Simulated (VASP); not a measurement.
Here is the system:

```yaml
crystal:
  lattice:
    - [0.00000, 2.91504, 2.91504]
    - [2.91504, 0.00000, 2.91504]
    - [2.91504, 2.91504, 0.00000]
  atoms:
    - { symbol: In, position: [0.00000, 0.00000, 0.00000] }
    - { symbol: P, position: [0.25000, 0.25000, 0.25000] }
```

Calculation: optB88-vdW, VASP's PBE PAW potentials (set 64) (plane waves; VASP 6.6.1). Run with 520 eV cut-off, 8×8×8 Γ-centred mesh, Gaussian smearing of 0.050 eV, potentials In_d P.

Unless said otherwise, spin-orbit coupling is left out, though it shifts the bands of the heavy elements here.

Question: Estimate the energy per atom (σ→0), pressure, band gap (on the k-mesh) with the smallest direct gap where there is one.

Answer: 
```
Item                                          Value
-----------------------------------  --------------
band gap (on the k-mesh)                    0.67 eV
smallest direct gap (on the k-mesh)         0.67 eV
energy per atom (σ→0)                -1.861 eV/atom
pressure                                   4.30 GPa
```

Only differences to runs with the same potentials and settings are physical.

The compound is InP in the zinc blende structure. This cell is one point of a volume scan, at 0.94 of the reference volume.
